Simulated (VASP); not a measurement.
Here is the system:

```
CELL_PARAMETERS angstrom
      1.53935    -2.66622     0.00000
      1.53935     2.66622     0.00000
      0.00000     0.00000     4.88863
ATOMIC_POSITIONS crystal
  Hf 0.33333 0.66667 0.25000
  Hf 0.66667 0.33333 0.75000
```

The numbers are results of LDA (Ceperley-Alder, Perdew-Zunger), VASP's LDA PAW potentials (set 64) (plane waves; VASP), not measurements. Run with 500 eV cut-off, 14×14×8 Γ-centred mesh, first-order Methfessel-Paxton smearing of 0.10 eV, potentials Hf_pv.

Energy and stress use the plane-wave basis of the starting cell.

Task: The ions, cell shape and volume at an external pressure of 10.0 GPa are relaxed. What does this cell relax into?

Result: 
```
CELL_PARAMETERS angstrom
      1.52197    -2.63613     0.00000
      1.52197     2.63613     0.00000
      0.00000     0.00000     4.83218
ATOMIC_POSITIONS crystal
  Hf 0.33333 0.66667 0.25000
  Hf 0.66667 0.33333 0.75000
```
Space group P6_3/mmc (194), at a tolerance of 0.03 Å.

Task: How do energy and volume change from the first to the last step?

Result: The energy (σ→0) changes by +31.7 meV/atom and the volume by -3.4 %, in 4 ionic steps.

| step | E(σ→0) (eV) | max force (eV/Å) | pressure (GPa) | volume (Å³) |
|---|---|---|---|---|
| 1 | -21.3659 | 0.000 | 5.06 | 40.13 |
| 2 | -21.1089 | 0.000 | 19.36 | 36.64 |
| 3 | -21.3041 | 0.000 | 9.91 | 38.80 |
| 4 | -21.3025 | 0.000 | 9.99 | 38.77 |

The compound is Hf in the hcp structure. This run relaxes it under an external pressure of 10 GPa. Symmetry was kept, so distortions that lower it aren't found.
